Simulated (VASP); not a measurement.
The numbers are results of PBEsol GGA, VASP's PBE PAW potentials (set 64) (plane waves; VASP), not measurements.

VASP ran on this input.

File POSCAR:
```
MnB
5.5631820
  1.0000000000   0.0000000000   0.0000000000
  0.0000000000   0.5350984383   0.0000000000
  0.0000000000   0.0000000000   0.7454803744
Mn B
4 4
direct
  0.1794470000   0.2497150000   0.1292300000
  0.3145710000   0.7295880000   0.6238850000
  0.6845620000   0.2364930000   0.3791600000
  0.8166250000   0.7596720000   0.8695530000
  0.0477280000   0.2734170000   0.6138330000
  0.4621450000   0.7346840000   0.1090330000
  0.5279900000   0.2417560000   0.8907200000
  0.9669310000   0.7746750000   0.3845860000
```

**INCAR**
```
# general
SYSTEM =MnB
PREC   =Accurate
ENCUT  =400
LREAL  =.FALSE.
LASPH  =.TRUE.

# electronic loop
EDIFF  =1E-6
NELM   =100
ALGO   =Normal
LMAXMIX=4

# smearing
ISMEAR =0
SIGMA  =0.1

# functional
GGA    =PS

# spin
ISPIN  =2
MAGMOM =4*4.0 4*0.0

# ions
ISIF   =2

# output
LWAVE  =.FALSE.
LCHARG =.FALSE.
LORBIT =11
```

**KPOINTS**
```
Automatic mesh
0
Gamma
3 5 4
0 0 0
```

POTCAR, in this order: Mn_pv B (PBE.64 set). Program: vasp_std.

The resulting files:

File OSZICAR:
```
       N       E                     dE             d eps       ncg     rms          rms(c)
DAV:   1     0.694522696876E+03    0.69452E+03   -0.29705E+04  5800   0.152E+03
DAV:   2    -0.279960604085E+02   -0.72252E+03   -0.68324E+03  5704   0.472E+02
DAV:   3    -0.821538949711E+02   -0.54158E+02   -0.52492E+02  6164   0.141E+02
DAV:   4    -0.835877295250E+02   -0.14338E+01   -0.14235E+01  6564   0.224E+01
DAV:   5    -0.836134005142E+02   -0.25671E-01   -0.25656E-01  6374   0.309E+00    0.485E+01
DAV:   6    -0.763431371199E+02    0.72703E+01   -0.12634E+02  6458   0.918E+01    0.301E+01
DAV:   7    -0.740425544791E+02    0.23006E+01   -0.50424E+01  6288   0.657E+01    0.283E+01
DAV:   8    -0.714235230880E+02    0.26190E+01   -0.19560E+01  6636   0.327E+01    0.118E+01
DAV:   9    -0.709798077659E+02    0.44372E+00   -0.23644E+00  6384   0.126E+01    0.560E+00
DAV:  10    -0.709725954593E+02    0.72123E-02   -0.12047E+00  6626   0.102E+01    0.523E+00
DAV:  11    -0.708817863390E+02    0.90809E-01   -0.39930E-01  6428   0.567E+00    0.210E+00
DAV:  12    -0.709079624713E+02   -0.26176E-01   -0.91333E-02  6754   0.324E+00    0.161E+00
DAV:  13    -0.709102804304E+02   -0.23180E-02   -0.10699E-01  6712   0.435E+00    0.154E+00
DAV:  14    -0.709006177777E+02    0.96627E-02   -0.32268E-02  6532   0.239E+00    0.363E-01
DAV:  15    -0.709008808748E+02   -0.26310E-03   -0.24979E-03  6220   0.424E-01    0.132E-01
DAV:  16    -0.709009084733E+02   -0.27598E-04   -0.21611E-04  6342   0.121E-01    0.650E-02
DAV:  17    -0.709009140018E+02   -0.55286E-05   -0.28396E-05  6468   0.474E-02    0.230E-02
DAV:  18    -0.709009126266E+02    0.13753E-05   -0.72325E-06  5998   0.217E-02    0.898E-03
DAV:  19    -0.709009120555E+02    0.57106E-06   -0.16054E-06  3116   0.136E-02
   1 F= -.70900912E+02 E0= -.70892552E+02  d E =-.167204E-01  mag=     7.5765
```

### OUTCAR
```
------------------------ aborting loop because EDIFF is reached ----------------------------------------
  FORCE on cell =-STRESS in cart. coord.  units (eV):
  Direction    XX          YY          ZZ          XY          YZ          ZX
  --------------------------------------------------------------------------------------
  Total       -6.9352504     -4.0453794     -6.4556127      0.2299034      0.0101979     -0.0928007
  in kB     -161.7830531    -94.3691708   -150.5942349      5.3631048      0.2378934     -2.1648207
  external PRESSURE =    -135.5821529 kB  Pullay stress =       0.0000000 kB
  volume of cell :       68.68
      direct lattice vectors                 reciprocal lattice vectors
     5.563182000  0.000000000  0.000000000     0.179753242  0.000000000  0.000000000
     0.000000000  2.976850000  0.000000000     0.000000000  0.335925559  0.000000000
     0.000000000  0.000000000  4.147243000     0.000000000  0.000000000  0.241124043
 POSITION                                       TOTAL-FORCE (eV/Angst)
 -----------------------------------------------------------------------------------
      0.99830      0.74336      0.53595        -0.249725     -0.053468     -0.486575
      1.75002      2.17187      2.58740         0.975744      1.021440      0.000847
      3.80834      0.70400      1.57247        -0.599626      0.685265     -0.234363
      4.54303      2.26143      3.60625         0.457803     -0.341029      0.384951
      0.26552      0.81392      2.54571        -1.138741     -0.826319      0.242046
      2.57100      2.18704      0.45219         0.216212      0.390920      0.506405
      2.93730      0.71967      3.69403         0.303709     -0.124733     -0.352536
      5.37921      2.30609      1.59497         0.034624     -0.752077     -0.060774
 -----------------------------------------------------------------------------------
    total drift:                                0.001151      0.001906      0.000737
  FREE ENERGIE OF THE ION-ELECTRON SYSTEM (eV)
  ---------------------------------------------------
  free  energy   TOTEN  =       -70.9009120555 eV

  energy  without entropy=      -70.8841916234  energy(sigma->0) =      -70.89255184

 total charge

# of ion       s       p       d       tot
------------------------------------------
    1        0.335   6.413   5.230  11.978
    2        0.339   6.417   5.242  11.997
    3        0.326   6.392   5.195  11.912
    4        0.325   6.391   5.194  11.910
    5        0.689   1.228   0.000   1.917
    6        0.683   1.231   0.000   1.913
    7        0.683   1.232   0.000   1.915
    8        0.685   1.224   0.000   1.909
--------------------------------------------------
tot          4.063  30.528  20.861  55.451

 magnetization (x)

# of ion       s       p       d       tot
------------------------------------------
    1        0.004   0.004   1.901   1.909
    2        0.004   0.004   1.878   1.886
    3        0.004   0.006   2.059   2.069
    4        0.004   0.005   2.030   2.039
    5       -0.019  -0.070   0.000  -0.089
    6       -0.018  -0.067   0.000  -0.085
    7       -0.018  -0.067   0.000  -0.085
    8       -0.020  -0.070   0.000  -0.090
--------------------------------------------------
tot         -0.060  -0.254   7.868   7.554
```
(Selected blocks of OUTCAR.)

### OUTCAR
```
 val. band max:        9.5242115523   @ k =  -0.3333   0.2000   0.0000

 cond. band min:       9.5273410225   @ k =   0.3333   0.2000   0.0000


 Fermi energy:         9.5242457540

 spin component 1

 k-point     1 :       0.0000    0.0000    0.0000
  band No.  band energies     occupation
      1     -39.5042      1.00000
      2     -39.4749      1.00000
      3     -39.4211      1.00000
      4     -39.4154      1.00000
      5     -39.3506      1.00000
      6     -39.3031      1.00000
      7     -39.2597      1.00000
      8     -39.2501      1.00000
      9     -39.2164      1.00000
     10     -39.1934      1.00000
     11     -39.1662      1.00000
     12     -39.1565      1.00000
     13      -3.5978      1.00000
     14      -1.1582      1.00000
     15       1.8518      1.00000
     16       2.8152      1.00000
     17       4.3421      1.00000
     18       4.5861      1.00000
     19       4.6978      1.00000
     20       4.7898      1.00000
     21       5.6031      1.00000
     22       6.4252      1.00000
     23       6.8215      1.00000
     24       6.9648      1.00000
     25       6.9914      1.00000
     26       7.0334      1.00000
     27       7.1713      1.00000
     28       7.7682      1.00000
     29       7.9322      1.00000
     30       7.9638      1.00000
     31       8.0738      1.00000
     32       8.4112      1.00000
     33       8.5057      1.00000
     34       8.6065      1.00000
     35       8.7580      1.00000
     36       9.6589      0.02847
     37       9.7041      0.00550
     38       9.7940      0.00007
     39      12.2587      0.00000
     40      12.4939      0.00000
     41      12.7169      0.00000
     42      13.0880      0.00000
     43      14.8751      0.00000
     44      15.3347      0.00000
     45      16.8310      0.00000
     46      18.1473      0.00000

 k-point     2 :       0.3333    0.0000    0.0000
  band No.  band energies     occupation
...
```

At this cut-off the stress carries a Pulay error, which pulls relaxed volumes low. The moments were started parallel, and other spin orders were not tried in this run.

The structure comes from a measured MnB entry of the Crystallography Open Database, whose conditions weren't checked. The cell was not relaxed at this level, atoms are displaced from their ideal sites. The k-mesh is coarse (spacing up to 0.42 per Å, 2π included), so the numbers may not be converged in it.
